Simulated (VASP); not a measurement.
A VASP calculation is set up with these files.

POSCAR:
```
MgI2
1
    2.0818040000    -3.6589560000     0.0000000000
    2.0818040000     3.6589560000     0.0000000000
    0.0000000000     0.0000000000     6.9311230000
Mg I
1 2
Direct
  0.0000000000   0.0000000000   0.0000000000
  0.3333330000   0.6666670000   0.2420000000
  0.6783050000   0.3449710000   0.7580000000
```

KPOINTS:
```
Automatic mesh
0
Monkhorst-Pack
2 2 1
0 0 0
```

### INCAR
```
ALGO = Normal
EDIFF = 1E-6
ENCUT = 400
GGA = PE
ISIF = 2
ISMEAR = 0
LASPH = .True.
LCHARG = .False.
LMAXMIX = 4
LREAL = .False.
LWAVE = .False.
NELM = 100
PREC = Accurate
SIGMA = 0.05
SYSTEM = MgI2
```

POTCAR, in this order: Mg I (PBE.64 set). Program: vasp_std.

Task: Write an equivalent input for Ansatz.

Result: One equivalent input (not run):
Ansatz 0.2 input:
```yaml
crystal:
  lattice:
    - [2.0818040, -3.6589560, 0.0000000]
    - [2.0818040, 3.6589560, 0.0000000]
    - [0.0000000, 0.0000000, 6.9311230]
  atoms:
    - { symbol: Mg, position: [0.0000000, 0.0000000, 0.0000000] }
    - { symbol: I, position: [0.3333330, 0.6666670, 0.2420000] }
    - { symbol: I, position: [0.6783050, 0.3449710, 0.7580000] }
kpoints:
  mp_grid: { grid: [2, 2, 1], shift: [0.5, 0.5, 0.0] }
hamiltonian:
  xc: pbe
  pseudopotentials: { kind: paw }
scf:
  occupations: { method: gaussian, width: 0.05 }
  max_iter: 100
output: { forces: true, stress: true, eigenvalues: true }
```
The two are equivalent in intent, not identical: each code has its own PAW files, so the cut-off isn't converted (ENCUT is set for VASP's; basis.ecutwfc is left out, and Ansatz then takes the one that its files recommend); Ansatz stops its SCF on the density residual and VASP on the energy change (EDIFF); an even Monkhorst-Pack mesh in KPOINTS is shifted by half a step.

The compound is MgI2 in the 1T layered structure. The cell was not relaxed at this level, atoms are displaced from their ideal sites. The k-mesh is coarse (spacing up to 0.91 per Å, 2π included), so the numbers may not be converged in it. The run is one of a series of settings (KPOINTS 2×2×1 Monkhorst-Pack mesh against the base run), some of them coarse on purpose.
